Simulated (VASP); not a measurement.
Write the native input for VASP 6.6.1 that does the following.

```yaml
Task: single point
Functional: PBE
Potentials_or_basis: VASP PAW PBE potentials, release 64 (K_sv, H, C, O)
Cutoff: 520 eV
k_mesh: 2 × 2 × 1
Occupations: fermi-dirac, width 0.05 eV
Spin: no spin polarisation
Dipole_correction: no
Further_INCAR_settings: LREAL = Auto; ALGO = Normal; EDIFF = 1e-06; NBANDS = 66
```

The structure of KH7C3O3 lies in POSCAR:

```
KH7C3O3
1.0
    3.7757000000     -3.6316000000      0.0000000000
    3.7757000000      3.6316000000      0.0000000000
   -0.5412360000      0.0000000000      9.0513320000
K H C O
2 14 6 6
Direct
    0.6678804933      0.7301120166      0.9467225376
    0.3212036908      0.2962009372      0.0560469995
    0.9021667001      0.0855844774      0.2103557797
    0.8016961499      0.1623911604      0.8088975192
    0.1242172170      0.8436246408      0.8349047411
    0.2050749778      0.8066280123      0.2109744731
    0.1159689509      0.4810972690      0.3248914082
    0.5493685521      0.8797188110      0.6740223428
    0.9382996222      0.5895552671      0.6672167146
    0.5036336867      0.0748419695      0.3424578835
    0.7856281342      0.3853637879      0.3957870510
    0.5908793023      0.2173524822      0.6059108206
    0.2772996520      0.5866123517      0.6081867288
    0.4199293594      0.7671592306      0.4097849908
    0.9005480306      0.8791249664      0.4428961395
    0.0454202076      0.1372805446      0.5785336346
    0.8739454417      0.5073852479      0.3035464835
    0.4705404464      0.1030164900      0.6904177197
    0.1451618495      0.5018641295      0.6974332618
    0.5451704628      0.8462774130      0.3255321979
    0.8166676194      0.7795214579      0.3215438347
    0.1611533937      0.2011357706      0.6989468511
    0.7795793624      0.4001598228      0.1663622547
    0.6092843338      0.1603912839      0.8263756097
    0.2128343780      0.6141726311      0.8425721209
    0.3972741095      0.7932979006      0.1872431593
    0.9504717595      0.8843025778      0.2096266052
    0.0483401725      0.0941877328      0.8185756527
```

The input as run:

INCAR

```
PREC = Accurate ; ENCUT = 520
EDIFF = 1E-6 ; ISMEAR = -1
SIGMA = 0.05 ; LREAL = Auto
LASPH = T ; NELM = 100
ALGO = Normal ; ISIF = 2
LWAVE = F ; LCHARG = F
GGA = PE ; NBANDS = 66
```

KPOINTS

```
Automatic mesh
0
Gamma
  2 2 1
```

Potentials or basis: VASP PAW PBE potentials, release 64 (K_sv, H, C, O).

Run with:

```console
$ cat potpaw_PBE.64/K_sv/POTCAR potpaw_PBE.64/H/POTCAR potpaw_PBE.64/C/POTCAR potpaw_PBE.64/O/POTCAR > POTCAR
$ mpirun -np 1 vasp_std > vasp.out
```

It gave:

```yaml
Pressure: -3.9 GPa
Largest_force: 5.730 eV/Å
Band_gap_on_the_k_mesh: 3.05 eV, direct
```

Caveat: the k mesh is coarse (spacing up to 0.69 Å⁻¹), so the values aren't converged; forces of over 1 eV/Å show positions far from the minimum, so gaps and moduli don't describe the material at rest.

Wall time 77 s on 1 thread of Intel(R) Xeon(R) 6975P-C (Granite Rapids) (shared host), peak memory 0.34 GiB.
